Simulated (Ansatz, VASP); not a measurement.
# CO2 (CO2 (Pa-3)): VASP beside Ansatz, part 2 of 2

Wanted: the spread between two codes on one cell, functional and k mesh. The cell is taken from a series of runs on this material, whose earlier steps may have relaxed, scaled, displaced or heated it; both programs get it as it stands.

VASP 6.6.1 and Ansatz 0.2.0.

So far: The starting structure; VASP: relaxation of cell and atoms, r2SCAN.

**3. Ansatz: relaxation of cell and atoms, r2SCAN**

Level of this step: Ansatz beside VASP: Kohn-Sham DFT, plane waves, r2SCAN (Ansatz).

Ansatz runs on its PAW soft_1 files.

The same cell, functional, mesh and smearing now go to Ansatz.

input.yaml

```yaml
crystal:
  lattice:
    - [5.4970733, 0.0, 0.0]
    - [0.0, 5.4970733, 0.0]
    - [0.0, 0.0, 5.4970733]
  atoms:
    - { symbol: C, position: [0.0, 0.0, 0.0] }
    - { symbol: C, position: [0.5, 0.0, 0.5] }
    - { symbol: C, position: [0.5, 0.5, 0.0] }
    - { symbol: C, position: [0.0, 0.5, 0.5] }
    - { symbol: O, position: [0.12253698, 0.12253698, 0.12253698] }
    - { symbol: O, position: [0.37746302, 0.87746302, 0.62253698] }
    - { symbol: O, position: [0.62253698, 0.37746302, 0.87746302] }
    - { symbol: O, position: [0.87746302, 0.62253698, 0.37746302] }
    - { symbol: O, position: [0.87746302, 0.87746302, 0.87746302] }
    - { symbol: O, position: [0.62253698, 0.12253698, 0.37746302] }
    - { symbol: O, position: [0.37746302, 0.62253698, 0.12253698] }
    - { symbol: O, position: [0.12253698, 0.37746302, 0.62253698] }
basis:
  ecutwfc: 500
  xc_grid: 2
hamiltonian:
  xc: r2scan
  pseudopotentials: { kind: paw, azcp: { folder: soft_1 } }
kpoints:
  mp_grid: { grid: [5, 5, 5] }
scf:
  occupations: { method: fermi_dirac, width: 0.01 }
  max_iter: 150
output:
  forces: true
  stress: true
relax:
  f_tol: 0.01
  max_steps: 60
  cell: {}
checkpoint:
  write: "../r2scan.run"
  compress: false
  write_wavefunctions: false
  write_every: 100000
```

On the command line:

```
> ansatz run input.yaml --threads 4 --pin off --max-ram 6594MiB --backend cpu --events-out ev --progress --plain --runs-dir out
```

Numbers of over 12 decimals in the logs are rounded to 6 here.

The program printed:

```text
Engine: ansatz 0.2.0, aarch64-unknown-linux-gnu
Pseudopotentials: kind: paw
Pseudopotential: C, paw, valence charge 4, recommended cutoff 500 eV (meta_gga), soft_1/C.paw.azcp
Pseudopotential: O, paw, valence charge 6, recommended cutoff 500 eV (meta_gga), soft_1/O.paw.azcp
Functional definition: r2SCAN
  parameter k0 = 0.174
  parameter k1 = 0.065
  parameter a1 = 4.9479
  exchange = r2scan_x(k0 = k0, k1 = k1, a1 = a1)
  correlation = r2scan_c
Crystal: 12 atoms, lattice volume = 166.110 Å³
Basis set: ecut = 500 eV, 4169 PW (Γ), exchange–correlation on 90×90×90 points (8 copies of the dense FFT grid, shifted against one another)
Bands: 44, of which v1, the nominal top of the filled ones, is band 32 counted from 1 (31 counted from 0)
Symmetry: 24 space group operations
Space group: Pa-3 (ITA 205), of the structure as read, at distance tolerance 5.5e-5 Å
k-points: 11 of 125
Non-local potential: C, projectors of the file, l = 0: 2, l = 1: 2, l = 2: 1
Non-local potential: O, projectors of the file, l = 0: 2, l = 1: 2, l = 2: 1
PAW form: soft (Blöchl's): semilocal exchange-correlation on the pseudo side does not see the compensation charge
PAW frozen core: C, regenerated for the run's functional (the file was generated under x = pbe(κ = 0.804, μ = 0.219515), c = pbe(β = 0.066725))
PAW frozen core: O, regenerated for the run's functional (the file was generated under x = pbe(κ = 0.804, μ = 0.219515), c = pbe(β = 0.066725))
PAW one-centre angular grid: C, 302 points (default); XC on 219 of its mesh's 2255 points in the sphere
PAW one-centre angular grid: O, 302 points (default); XC on 160 Gauss nodes
Initial density: superposition of atomic densities (chi_scale 0.1, normalization cell, long waves kept (reshape's long-wave potential 0.02 eV rms))
Initial wavefunctions: pseudopotential atomic-orbital guess
Functional: x = r2scan, c = r2scan; τ floored in thin density (d = 2e-4 eV/Å³)
SCF iter   1: F=—  HF=-5553.742488 eV  |F-HF|=—  |Δ(HF+E_count)|=         —  Δρ=9.81e-2  dr2=1.16e1  dr2_τ=2.94e0  ethr=3.10e-3  ⟨swp⟩=5.7  Hψ=2050  notcnv=0  defer=1
preconditioner: auto → Resta (q_TF=auto, 2.327 Å⁻¹)  ε∞=2.7  [insulator: Δε(μ)=8.365 eV  Ē_g=17.665 eV  σ=0.010 eV  W_gap=1.00  n_scr=32 (ndim 8)  ℏωp=23.0 eV  f_vac=0.065  D(μ)=0.00/eV (n_scr^D=0)  ε∞_Penn≈2.7]
SCF iter   2: F=—  HF=-5551.074232 eV  |F-HF|=—  |Δ(HF+E_count)|=    2.67e0  Δρ=4.19e-2  dr2=1.43e0  dr2_τ=2.90e-1  ethr=3.10e-3  ⟨swp⟩=2.9  Hψ=1094  notcnv=0  defer=38
SCF iter   3: F=—  HF=-5550.952987 eV  |F-HF|=—  |Δ(HF+E_count)|=   1.21e-1  Δρ=1.65e-2  dr2=3.03e-1  dr2_τ=2.83e-2  ethr=2.23e-3  ⟨swp⟩=3.1  Hψ=802  notcnv=0  defer=5
automatic band count: iteration 3 solves 41 bands in place of 44: the levels show a gap, and the empty bands left out lie too high to hold charge; the band table lists the bands solved (type scf.n_extra_bands for more)
SCF iter   4: F=—  HF=-5550.941434 eV  |F-HF|=—  |Δ(HF+E_count)|=   1.16e-2  Δρ=3.68e-3  dr2=1.02e-2  dr2_τ=1.71e-3  ethr=4.73e-4  ⟨swp⟩=2.4  Hψ=815  notcnv=0  defer=5
SCF iter   5: F=—  HF=-5550.947635 eV  |F-HF|=—  |Δ(HF+E_count)|=   6.20e-3  Δρ=5.50e-4  dr2=3.10e-4  dr2_τ=5.03e-5  ethr=1.60e-5  ⟨swp⟩=3.0  Hψ=957  notcnv=0  defer=5
SCF iter   6: F=—  HF=-5550.947771 eV  |F-HF|=—  |Δ(HF+E_count)|=   1.35e-4  Δρ=1.36e-4  dr2=1.67e-5  dr2_τ=5.82e-6  ethr=4.84e-7  ⟨swp⟩=2.0  Hψ=882  notcnv=0  defer=5
SCF iter   7: F=—  HF=-5550.947695 eV  |F-HF|=—  |Δ(HF+E_count)|=   7.54e-5  Δρ=3.13e-5  dr2=9.61e-7  dr2_τ=8.24e-8  ethr=2.61e-8  ⟨swp⟩=2.5  Hψ=854  notcnv=0  defer=5
SCF iter   8: F=-5550.947695 eV  HF=-5550.947695 eV  |F-HF|=8.18e-9  |Δ(HF+E_count)|=   4.86e-8  Δρ=4.53e-6  dr2=2.24e-8  dr2_τ=1.37e-9  ethr=1.56e-10  ⟨swp⟩=5.0  Hψ=1762  notcnv=0
SCF 1 converged in 8 iterations: F = -5550.947695 eV  dr2 = 2.24e-8
  greatest PAW one-centre occupation: 0.888 electrons in one spin orbital (limit 2), on the O atom at site 10 (counted from 0), in its partial waves of l = 0
relax step   1: F+E_penalty+E_count = -5550.94769530 eV  Δ(F+E_penalty+E_count) = +0.000e0 eV  max|allowed force component| = 4.258e-1 eV/Å  Δτ_max = 0.0000 Å  P = -1.731 GPa  Ω = 166.110 Å³  (8 SCF iters, dr2 threshold 1.00e-7 eV, accepted)
[...]
relax step   2: F+E_penalty+E_count = -5550.97431590 eV  Δ(F+E_penalty+E_count) = -2.662e-2 eV  max|allowed force component| = 1.654e-3 eV/Å  Δτ_max = 0.0213 Å  P = +0.047 GPa  Ω = 172.604 Å³  energy of the carried Pulay correction = -3.248e-3 eV  (6 SCF iters, dr2 threshold 1.20e-6 eV, accepted)
[...]
relax step   3: F+E_penalty+E_count = -5550.97402295 eV  Δ(F+E_penalty+E_count) = +2.929e-4 eV  max|allowed force component| = 4.498e-3 eV/Å  Δτ_max = 0.0022 Å  P = +0.030 GPa  Ω = 173.591 Å³  energy of the carried Pulay correction = -3.730e-3 eV  (7 SCF iters, accepted)
[...]
relax step   4: F+E_penalty+E_count = -5550.97761545 eV  Δ(F+E_penalty+E_count) = -3.592e-3 eV  max|allowed force component| = 3.444e-3 eV/Å  Δτ_max = 0.0000 Å  P = +0.014 GPa  Ω = 173.591 Å³  stress off target by 1.37e-2 GPa  SCF on the basis re-selected at this cell (its energy is not comparable with the rows above)  (5 SCF iters)
basis re-selected at this cell: Δ(F+E_penalty+E_count) = -3.592e-3 eV, ΔP = -0.016 GPa vs the last step (what re-selecting the basis moved, of the pressure what is left beyond the Pulay correction that the steps carried, after the strain that the cell walked since its last selection, with what the two solves' SCF thresholds leave and, on support functions, any second-order correction that the steps lacked; it is no m [...]
SCF converged after 5 iterations
Free energy (F): -5550.977615 eV
Harris-Foulkes:  -5550.977615 eV  (|F-HF|=6.55e-11)
Internal energy: -5550.977615 eV  (E = F + TS)
E sigma→0 (E₀):  -5550.977615 eV
Fermi energy:    1.276182 eV
--- Per-component energies (eV) ---
  E_band       = -644.416144
  E_kinetic    = 1687.383284
  E_local      = -4729.911032  (includes V_loc(G=0)·N_el)
  E_nonlocal   = 513.455853
  E_hartree    = 1629.836531
  E_xc         = -735.387179
  E_vxc        = -1056.414241  (∫ρ·V_xc dr)
  E_paw        = -1725.379298  (= ΣΔE_a)
  E_vpaw       = -392.043213  (= ΣTr[D̂ρ^β])
  E_aug_tail   = 0.002215  (compensation charges beyond the density's cutoff)
  E_vtau       = 73.437984  (kinetic-family band-sum trace: ∫τ·v_τ [+ j·A + Jᵃ·Aᵃ] dr)
  E_ewald      = -2190.623365
  E_core_change = -0.354625  (= ΣΔE_core)
  E_smearing   = -0.000000  (= −TS)
  E_closure    = -0.000000  (closes the sum)
  Σ components = -5550.977615   (vs F -5550.977615, Δ=0.00e0)
--- Forces (eV/Å), atoms counted from 1 ---
  atom   1  C      0.00000000     0.00000000     0.00000000
  atom   2  C      0.00000000     0.00000000    -0.00000000
  atom   3  C     -0.00000000    -0.00000000    -0.00000000
  atom   4  C     -0.00000000     0.00000000    -0.00000000
  atom   5  O      0.00344392     0.00344392     0.00344392
  atom   6  O     -0.00344392    -0.00344392     0.00344392
  atom   7  O      0.00344392    -0.00344392    -0.00344392
  atom   8  O     -0.00344392     0.00344392    -0.00344392
  atom   9  O     -0.00344392    -0.00344392    -0.00344392
  atom  10  O      0.00344392     0.00344392    -0.00344392
  atom  11  O     -0.00344392     0.00344392     0.00344392
  atom  12  O      0.00344392    -0.00344392     0.00344392
  max |Σ_I F_I| component: 1.30e-18 eV/Å
--- Stress (GPa, compression-positive) ---
        0.013702       0.000000       0.000000
        0.000000       0.013702       0.000000
        0.000000       0.000000       0.013702
  P = ⅓ Tr σ = 0.0137 GPa (0.137 kbar)
--- Relaxed structure (3 steps of the walk, 3 accepted, 1 SCFs on fresh bases) ---
  F+E_penalty+E_count = -5550.97761545 eV   max|allowed force component| = 3.444e-3 eV/Å   (the final SCF, on the basis selected at the relaxed cell)
  cell:  # Å, volume = 173.5906 Å³
    - [5.578388, 0, 0.0]
    - [0, 5.578388, 0.0]
    - [0.0, 0.0, 5.578388]
  atoms:
    - { symbol: C, position: [0, 0, 0] }
    - { symbol: C, position: [0.5, 0, 0.5] }
    - { symbol: C, position: [0.5, 0.5, 0] }
    - { symbol: C, position: [0, 0.5, 0.5] }
    - { symbol: O, position: [0.120069, 0.120069, 0.120069] }
    - { symbol: O, position: [0.379931, 0.879931, 0.620069] }
    - { symbol: O, position: [0.620069, 0.379931, 0.879931] }
    - { symbol: O, position: [0.879931, 0.620069, 0.379931] }
    - { symbol: O, position: [0.879931, 0.879931, 0.879931] }
    - { symbol: O, position: [0.620069, 0.120069, 0.379931] }
    - { symbol: O, position: [0.379931, 0.620069, 0.120069] }
    - { symbol: O, position: [0.120069, 0.379931, 0.620069] }
```

**4. Differences**

Known differences besides the potentials themselves: VASP keeps PBE cores, Ansatz makes them for the functional; the cutoff is 500 eV in Ansatz and 660 eV in VASP; Ansatz adds a Pulay correction to the stress that steers its cell, VASP none. Total energies have different zeros and are not compared.

Both answers:

```tsv
quantity	Ansatz	VASP	difference
volume (Å³)	173.59	164.96	+5.23 %
edge a after relaxation, in the typed setting (Å)	5.578	5.484	+1.72 %
```

**5. Results**

| Quantity | Value |
| --- | --- |
| difference in volume (relaxation of cell and atoms, r2SCAN) | 5.2 % |

The difference in volume is 5.2 % (relaxation of cell and atoms, r2SCAN), beyond the 1.2 % picked in this series as the mark of a large difference, as far as the stopping tolerances let one tell. What causes the difference of the relaxation of cell and atoms, r2SCAN pair stays open here. Such differences can come from data sets, numerical settings and the points named under the comparisons, not from the functional's error against experiment.

[Lines on the potential files, build, host, timing and source positions are cut from VASP's logs without a mark.]

[Logs are printed without paths, hosts, clocks, repeated set-up lines and the standing remarks that a program may print on its own settings, such as how far it seeks lower states.]

[Hosts, paths, dates, database ids (printed as entryN), source tags and the programs' standing remarks are cut or masked in the printed files.]
